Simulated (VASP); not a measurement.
All values below come from PBEsol GGA, VASP's PBE PAW potentials (set 64) (plane waves; VASP).

VASP ran on this input.

File POSCAR:
```
KZnF3
1
    4.0579343639    -0.0000000000     0.0000000000
   -0.0000000000     4.0579343639    -0.0000000000
   -0.0000000000    -0.0000000000     4.0579343639
K Zn F
1 1 3
Direct
  0.0000000000   0.0000000000   0.0000000000
  0.5000000000   0.5000000000   0.5000000000
  0.5000000000   0.0000000000   0.5000000000
  0.0000000000   0.5000000000   0.5000000000
  0.5000000000   0.5000000000   0.0000000000
```

### INCAR
```
# general
SYSTEM  = KZnF3
PREC    = Accurate
ENCUT   = 520   # plane-wave cut-off (eV)
LREAL   = .FALSE.
LASPH   = .TRUE.

# electronic loop
EDIFF   = 1E-7
NELM    = 100   # most electronic steps
ALGO    = Normal   # blocked Davidson
LMAXMIX = 4   # l cut-off of mixed one-centre charges

# smearing
ISMEAR  = -5   # tetrahedra, Bloechl

# functional
GGA     = PS   # PBEsol

# ions
ISIF    = 2

# output
LWAVE   = .FALSE.
LCHARG  = .TRUE.
LORBIT  = 11   # lm-projected
NEDOS   = 601   # DOS grid

# other
LEFG    = .TRUE.
```

KPOINTS:
```
Automatic mesh
0
Gamma
6 6 6
0 0 0
```

POTCAR, in this order: K_sv Zn F (PBE.64 set). Program: vasp_std.

What VASP printed:

OSZICAR:
```
       N       E                     dE             d eps       ncg     rms          rms(c)
DAV:   1     0.445861605252E+03    0.44586E+03   -0.22780E+04  1000   0.203E+03
DAV:   2     0.125625132522E+02   -0.43330E+03   -0.42436E+03  1192   0.489E+02
DAV:   3    -0.224339389369E+02   -0.34996E+02   -0.34864E+02  1215   0.153E+02
DAV:   4    -0.232213031418E+02   -0.78736E+00   -0.78661E+00  1549   0.212E+01
DAV:   5    -0.232313635996E+02   -0.10060E-01   -0.10055E-01  1328   0.192E+00    0.111E+01
DAV:   6    -0.213243576149E+02    0.19070E+01   -0.68982E+00  1456   0.395E+01    0.729E+00
DAV:   7    -0.213701351812E+02   -0.45778E-01   -0.13674E+00  1035   0.808E+00    0.466E+00
DAV:   8    -0.213823250596E+02   -0.12190E-01   -0.59331E-01  1352   0.162E+01    0.164E+00
DAV:   9    -0.213471204381E+02    0.35205E-01   -0.90258E-02  1502   0.892E+00    0.720E-01
DAV:  10    -0.213420593020E+02    0.50611E-02   -0.11016E-01  1451   0.844E+00    0.348E-01
DAV:  11    -0.213412910540E+02    0.76825E-03   -0.16580E-02  1443   0.178E+00    0.129E-01
DAV:  12    -0.213414037624E+02   -0.11271E-03   -0.72682E-04  1099   0.219E-01    0.127E-01
DAV:  13    -0.213414562866E+02   -0.52524E-04   -0.66677E-04  1232   0.841E-01    0.126E-01
DAV:  14    -0.213412623795E+02    0.19391E-03   -0.49532E-04  1414   0.350E-01    0.589E-02
DAV:  15    -0.213412319643E+02    0.30415E-04   -0.17077E-04  1213   0.126E-01    0.230E-02
DAV:  16    -0.213412268119E+02    0.51524E-05   -0.10830E-05  1542   0.660E-02    0.133E-02
DAV:  17    -0.213412246175E+02    0.21944E-05   -0.57277E-06  1322   0.647E-02    0.664E-03
DAV:  18    -0.213412241217E+02    0.49580E-06   -0.48617E-06  1196   0.162E-02    0.524E-04
DAV:  19    -0.213412241432E+02   -0.21452E-07   -0.19064E-07   836   0.491E-03
   1 F= -.21341224E+02 E0= -.21341224E+02  d E =0.000000E+00
```

File OUTCAR:
```
------------------------ aborting loop because EDIFF is reached ----------------------------------------
  FORCE on cell =-STRESS in cart. coord.  units (eV):
  Direction    XX          YY          ZZ          XY          YZ          ZX
  --------------------------------------------------------------------------------------
  Total        0.0142323      0.0142323      0.0142323     -0.0000000      0.0000000     -0.0000000
  in kB        0.3412473      0.3412473      0.3412473     -0.0000000      0.0000000     -0.0000000
  external PRESSURE =       0.3412473 kB  Pullay stress =       0.0000000 kB
  volume of cell :       66.82
      direct lattice vectors                 reciprocal lattice vectors
     4.057934364  0.000000000  0.000000000     0.246430797  0.000000000  0.000000000
     0.000000000  4.057934364  0.000000000     0.000000000  0.246430797  0.000000000
     0.000000000  0.000000000  4.057934364     0.000000000  0.000000000  0.246430797
 POSITION                                       TOTAL-FORCE (eV/Angst)
 -----------------------------------------------------------------------------------
      0.00000      0.00000      0.00000         0.000000      0.000000      0.000000
      2.02897      2.02897      2.02897         0.000000      0.000000      0.000000
      2.02897      0.00000      2.02897         0.000000      0.000000      0.000000
      0.00000      2.02897      2.02897         0.000000      0.000000      0.000000
      2.02897      2.02897      0.00000         0.000000      0.000000      0.000000
 -----------------------------------------------------------------------------------
    total drift:                                0.000000      0.000000     -0.000000
  FREE ENERGIE OF THE ION-ELECTRON SYSTEM (eV)
  ---------------------------------------------------
  free  energy   TOTEN  =       -21.3412241432 eV

  energy  without entropy=      -21.3412241432  energy(sigma->0) =      -21.34122414

 total charge

# of ion       s       p       d       tot
------------------------------------------
    1        1.953   5.574   0.023   7.550
    2        0.348   0.377   9.951  10.676
    3        1.731   4.349   0.000   6.080
    4        1.731   4.349   0.000   6.080
    5        1.731   4.349   0.000   6.080
--------------------------------------------------
tot          7.494  18.996   9.975  36.464

 Electric field gradients after diagonalization (V/A^2)
 (convention: |V_zz| > |V_xx| > |V_yy|)
----------------------------------------------------------------------
 ion       V_xx      V_yy      V_zz     asymmetry (V_yy - V_xx)/ V_zz
----------------------------------------------------------------------
   1       0.000     0.000     0.000      -0.032
   2      -0.000     0.000     0.000       1.188
   3     -51.270   -51.270   102.540       0.000
   4     -51.270   -51.270   102.540       0.000
   5     -51.270   -51.270   102.540       0.000
```
(Selected blocks of OUTCAR.)

The compound is KZnF3 in the cubic perovskite structure. It was relaxed first.
